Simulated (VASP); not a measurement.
OSZICAR of a VASP run on GdCdPd (space group P-62m):

**OSZICAR**
```
       N       E                     dE             d eps       ncg     rms          rms(c)
DAV:   1     0.365062233286E+03    0.36506E+03   -0.40106E+04  1768   0.136E+03
DAV:   2    -0.219917237708E+03   -0.58498E+03   -0.56463E+03  1858   0.398E+02
DAV:   3    -0.251460288728E+03   -0.31543E+02   -0.30434E+02  2152   0.827E+01
DAV:   4    -0.252166003968E+03   -0.70572E+00   -0.69773E+00  2136   0.106E+01
DAV:   5    -0.252199580463E+03   -0.33576E-01   -0.33405E-01  2404   0.213E+00    0.478E+01
DAV:   6    -0.233902732875E+03    0.18297E+02   -0.23129E+01  1994   0.313E+01    0.234E+01
DAV:   7    -0.224581721010E+03    0.93210E+01   -0.64148E+00  2022   0.140E+01    0.785E+00
DAV:   8    -0.227324397459E+03   -0.27427E+01   -0.33139E+00  2054   0.821E+00    0.480E+00
DAV:   9    -0.226507600455E+03    0.81680E+00   -0.12618E+00  1999   0.530E+00    0.117E+00
DAV:  10    -0.227500905054E+03   -0.99330E+00   -0.48060E-01  2006   0.310E+00    0.128E+00
DAV:  11    -0.227648692143E+03   -0.14779E+00   -0.78654E-02  2065   0.139E+00    0.739E-01
DAV:  12    -0.227675971103E+03   -0.27279E-01   -0.42472E-02  1977   0.940E-01    0.707E-01
DAV:  13    -0.227673083203E+03    0.28879E-02   -0.35032E-02  2035   0.849E-01    0.259E-01
DAV:  14    -0.227687276930E+03   -0.14194E-01   -0.71502E-03  1949   0.406E-01    0.129E-01
DAV:  15    -0.227687545547E+03   -0.26862E-03   -0.31300E-03  2005   0.274E-01    0.741E-02
DAV:  16    -0.227688058240E+03   -0.51269E-03   -0.25473E-04  2002   0.690E-02    0.515E-02
DAV:  17    -0.227688515466E+03   -0.45723E-03   -0.36948E-04  2027   0.962E-02    0.193E-02
DAV:  18    -0.227688543692E+03   -0.28226E-04   -0.57681E-05  2016   0.357E-02    0.223E-02
DAV:  19    -0.227688544538E+03   -0.84535E-06   -0.26044E-05  1769   0.242E-02    0.104E-02
DAV:  20    -0.227688545301E+03   -0.76319E-06   -0.34996E-06  1544   0.942E-03
   1 F= -.22768855E+03 E0= -.22769015E+03  d E =-.227689E+03
       N       E                     dE             d eps       ncg     rms          rms(c)
DAV:   1    -0.227694934620E+03   -0.63901E-02   -0.16463E-01  1830   0.248E+00    0.665E-01
DAV:   2    -0.227690050445E+03    0.48842E-02   -0.39160E-02  1949   0.115E+00    0.236E-01
DAV:   3    -0.227689150778E+03    0.89967E-03   -0.48396E-03  1956   0.383E-01    0.142E-01
DAV:   4    -0.227689048720E+03    0.10206E-03   -0.42255E-04  2074   0.894E-02    0.874E-02
DAV:   5    -0.227688986098E+03    0.62622E-04   -0.10095E-04  2043   0.444E-02    0.365E-02
DAV:   6    -0.227688973046E+03    0.13052E-04   -0.99805E-05  1979   0.414E-02    0.132E-02
DAV:   7    -0.227688999303E+03   -0.26257E-04   -0.20149E-05  1922   0.222E-02    0.750E-03
DAV:   8    -0.227689000236E+03   -0.93355E-06   -0.16674E-06  1537   0.674E-03
   2 F= -.22768900E+03 E0= -.22769065E+03  d E =-.454935E-03
       N       E                     dE             d eps       ncg     rms          rms(c)
DAV:   1    -0.227689020743E+03   -0.21440E-04   -0.48564E-04  1921   0.134E-01    0.362E-02
DAV:   2    -0.227689007648E+03    0.13095E-04   -0.11777E-04  1970   0.627E-02    0.129E-02
DAV:   3    -0.227689004121E+03    0.35268E-05   -0.14688E-05  1652   0.212E-02    0.782E-03
DAV:   4    -0.227689003199E+03    0.92270E-06   -0.13548E-06  1289   0.507E-03
   3 F= -.22768900E+03 E0= -.22769066E+03  d E =-.457898E-03
       N       E                     dE             d eps       ncg     rms          rms(c)
DAV:   1    -0.227689373453E+03   -0.36933E-03   -0.53743E-02  1788   0.114E+00    0.220E-01
DAV:   2    -0.227689341071E+03    0.32382E-04   -0.57672E-03  1965   0.396E-01    0.712E-02
DAV:   3    -0.227689304121E+03    0.36950E-04   -0.42995E-04  2024   0.112E-01    0.466E-02
DAV:   4    -0.227689298182E+03    0.59390E-05   -0.46697E-05  2131   0.317E-02    0.357E-02
DAV:   5    -0.227689296035E+03    0.21464E-05   -0.64193E-06  1780   0.117E-02    0.213E-02
DAV:   6    -0.227689298042E+03   -0.20066E-05   -0.11599E-05  1990   0.155E-02    0.369E-03
DAV:   7    -0.227689299365E+03   -0.13229E-05   -0.25522E-06  1541   0.902E-03    0.211E-03
DAV:   8    -0.227689299273E+03    0.91723E-07   -0.16025E-07  1139   0.234E-03
   4 F= -.22768930E+03 E0= -.22769102E+03  d E =-.296074E-03
```

**Question.** Which electronic solver shows in the log?

**Answer.** It is blocked Davidson (ALGO = Normal, or the opening steps of other solvers). The INCAR had ALGO = Normal.

**Question.** Can the final energy be trusted as converged?

**Answer.** The run converged. It stopped with EDIFF = 1E-6, NELM = 100, NSW = 60 and EDIFFG = -0.02 after 4 ionic steps (r2SCAN meta-GGA, plane waves, VASP's PBE PAW potentials (set 64)). The 4f electrons are frozen in the core of the lanthanide potential, so 4f levels, which can set the real gap, and their magnetism are missing.

The structure comes from a measured GdCdPd entry (P-62m) of the Crystallography Open Database, whose conditions weren't checked. This run relaxes it. Symmetry was kept, so distortions that lower it aren't found. The start is the result of an earlier pass. The electron count is odd and the run is not spin-polarised, which forces a metal.
